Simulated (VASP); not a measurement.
HoTe, 2 atoms in the cell. Symmetry: Fm-3m, No. 225, cubic system. The conventional cell has a = 6.072 Å, b = 6.072 Å, c = 6.072 Å, α = 90.00°, β = 90.00°, γ = 90.00°. Ho (site symmetry m-3m) has 6 Te at 3.04 Å as nearest neighbours. Te (site symmetry m-3m) is surrounded by 6 Ho at 3.04 Å. The cell comes from a database or a generator and needn't be the stable form of this composition.

- Program: VASP 6.6.1
- Task: single point
- Functional: PBEsol
- Potentials or basis: VASP PAW PBE potentials, release 64 (Ho, Te)
- Cutoff: 520 eV
- k mesh: 5 × 5 × 5
- Occupations: gaussian, width 0.05 eV
- Spin: collinear spin, zero start
- Starting moments: [0.0, 0.0] μB
- Hubbard terms: Ho f U = 8 eV
- Further INCAR settings: ALGO = Normal; EDIFF = 1e-06; NBANDS = 24

Potentials or basis: VASP PAW PBE potentials, release 64 (Ho, Te).

Command:

```console
$ cat potpaw_PBE.64/Ho/POTCAR potpaw_PBE.64/Te/POTCAR > POTCAR
$ mpirun -np 1 vasp_std > vasp.out
```

Hardware: 1 thread of Intel(R) Xeon(R) 6975P-C (Granite Rapids), with other jobs on the host.

Problem. How long does it take, and how much memory?

Solution. Wall time 75 s on 1 thread of Intel(R) Xeon(R) 6975P-C (Granite Rapids) (shared host), peak memory 0.22 GiB. Counts: scf iterations 73, k points 10.
